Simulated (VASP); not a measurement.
A run of VASP 6.6.1 is set up as follows.

File INCAR:

```
PREC = Accurate
ENCUT = 520
EDIFF = 1E-6
ISMEAR = 0
SIGMA = 0.1
LREAL = F
LASPH = T
NELM = 60
ALGO = Normal
ISIF = 2
LWAVE = F
LCHARG = T
GGA = PE
LELF = T
LVHAR = T
NBANDS = 12
```

KPOINTS

```
regular mesh
0
Gamma
  16 16 16
```

Contents of POSCAR:

```
MgC2
1.0
    0.0000000000      2.5510095571      2.5510095571
    2.5510095571      0.0000000000      2.5510095571
    2.5510095571      2.5510095571      0.0000000000
Mg C
1 2
Direct
    0.5000000000      0.5000000000      0.5000000000
    0.7500000000      0.7500000000      0.7500000000
    0.2500000000      0.2500000000      0.2500000000
```

Potentials or basis: VASP PAW PBE potentials, release 64 (Mg, C).

Launch:

```bash
$ cat potpaw_PBE.64/Mg/POTCAR potpaw_PBE.64/C/POTCAR > POTCAR
$ mpirun -np 1 vasp_std > vasp.out
```

(1) What does it give for the pressure?

(2) What does it give for the band gap on the k mesh?

## Answers

(1) -0.1 GPa.

(2) none (metal or under the smearing width).
